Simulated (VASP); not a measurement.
The system is GaP.

```
CELL_PARAMETERS angstrom
0.00000 2.72525 2.72525
2.72525 0.00000 2.72525
2.72525 2.72525 0.00000
ATOMIC_POSITIONS crystal
Ga 0.00000 0.00000 0.00000
P 0.25000 0.25000 0.25000
```

- Program: VASP 6.6.1
- Task: relaxation of cell and atoms
- Functional: PBE
- Potentials or basis: VASP PAW PBE potentials, release 64 (Ga_d, P)
- Cutoff: 600 eV
- k mesh: 10 × 10 × 10
- Occupations: gaussian, width 0.03 eV
- Spin: no spin polarisation

At the start: pressure 2.4 GPa; volume 20.24 Å³/atom.

Problem. Where does the relaxation end?

Solution. Over 3 steps the energy falls by 4.6 meV/atom and the volume is 20.86 Å³/atom (+3.1 %); space group F-43m (No. 216, to 0.05 Å).

The path:
```
step  energy change (eV)  largest force (eV/Å)  pressure (GPa)  volume (Å³)
   1              0.0000                0.0000            2.42        40.48
   2             -0.0074                0.0000           -1.05        42.30
   3             -0.0092                0.0000            0.05        41.72
```

Final structure:
```
CELL_PARAMETERS angstrom
0.00000 2.75287 2.75287
2.75287 0.00000 2.75287
2.75287 2.75287 0.00000
ATOMIC_POSITIONS crystal
Ga 0.00000 0.00000 0.00000
P 0.25000 0.25000 0.25000
```
